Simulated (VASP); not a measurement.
Crystal: Ta3Si3N.

```
CELL_PARAMETERS angstrom
3.25822 -0.03206 -0.04978
-0.06413 6.72837 -0.09329
-0.14652 -0.13727 9.77920
ATOMIC_POSITIONS crystal
Ta 0.00355 0.00971 0.76631
Ta 0.95984 0.50825 0.75657
Ta 0.06122 0.99081 0.24182
Ta 0.02373 0.49220 0.22533
Ta 0.47150 0.26732 0.99891
Ta 0.51056 0.77145 0.00336
Si 0.51073 0.25590 0.37260
Si 0.47123 0.73796 0.35026
Si 0.51441 0.23114 0.63286
Si 0.45240 0.73629 0.64345
Si 0.04726 0.99849 0.50024
Si 0.00861 0.50310 0.51197
N 0.00528 0.00601 0.99487
N 0.05147 0.50199 0.00050
```

The cell was built by a generator and needn't be a form met in nature.

- Program: VASP 6.6.1
- Task: relaxation of cell and atoms
- Functional: PBE
- Potentials or basis: VASP PAW PBE potentials, release 64 (Ta_pv, Si, N)
- Cutoff: 520 eV
- k mesh: 7 × 4 × 3
- Occupations: gaussian, width 0.15 eV
- Spin: no spin polarisation

At the start: pressure -9.7 GPa; volume 15.31 Å³/atom.

Problem. How do energy, volume and symmetry change on relaxing?

Solution. Over 27 steps the energy falls by 172.3 meV/atom and the volume is 14.08 Å³/atom (-8.0 %); space group Pmmm (No. 47, to 0.05 Å).

Step by step:
```csv
step,energy change (eV),largest force (eV/Å),pressure (GPa),volume (Å³)
1,0.0000,3.6951,-9.71,214.27
2,-1.4586,1.6250,14.47,186.69
3,-1.6613,1.7136,6.59,193.13
4,-2.1537,1.4746,-1.91,199.77
5,-2.1901,0.9750,-0.49,198.28
6,-2.3274,0.3346,-0.65,197.99
7,-2.3405,0.5776,-0.60,197.86
8,-2.3757,0.2165,0.99,196.30
9,-2.3760,0.2221,1.14,196.14
10,-2.3886,0.2999,-0.95,198.18
11,-2.3895,0.2699,-0.52,197.75
12,-2.3996,0.1214,-0.13,197.43
13,-2.4009,0.1337,0.05,197.27
14,-2.4059,0.0917,0.03,197.26
15,-2.4069,0.0847,0.02,197.26
16,-2.4061,0.1813,0.01,197.25
17,-2.4070,0.1027,0.02,197.26
18,-2.4093,0.0700,-0.05,197.31
19,-2.4094,0.0756,-0.07,197.32
20,-2.4106,0.0530,0.14,197.11
21,-2.4107,0.0506,0.21,197.04
22,-2.4113,0.0448,-0.16,197.40
23,-2.4113,0.0464,-0.14,197.37
24,-2.4118,0.0319,-0.05,197.27
25,-2.4118,0.0337,-0.04,197.26
26,-2.4118,0.0355,-0.02,197.25
27,-2.4121,0.0165,0.05,197.18
```

Final structure:
```cif
data_structure
_symmetry_space_group_name_H-M 'P 1'
_symmetry_Int_Tables_number 1
_cell_length_a 3.2179
_cell_length_b 6.4585
_cell_length_c 9.4879
_cell_angle_alpha 90.026
_cell_angle_beta 90.015
_cell_angle_gamma 90.003
_cell_volume 197.18
loop_
_atom_site_label
_atom_site_type_symbol
_atom_site_fract_x
_atom_site_fract_y
_atom_site_fract_z
_atom_site_occupancy
Ta1 Ta 0.00521 0.00052 0.77132 1
Ta2 Ta 0.00561 0.50108 0.77762 1
Ta3 Ta 0.00704 0.00150 0.22858 1
Ta4 Ta 0.00760 0.49997 0.22225 1
Ta5 Ta 0.50646 0.23849 0.99979 1
Ta6 Ta 0.50622 0.76247 0.00024 1
Si1 Si 0.50738 0.25295 0.36453 1
Si2 Si 0.50740 0.74865 0.36213 1
Si3 Si 0.50575 0.25304 0.63690 1
Si4 Si 0.50524 0.74852 0.63592 1
Si5 Si 0.00774 0.00055 0.50003 1
Si6 Si 0.00733 0.50181 0.49985 1
N1 N 0.00650 0.00032 0.99993 1
N2 N 0.00629 0.50073 0.99994 1
```
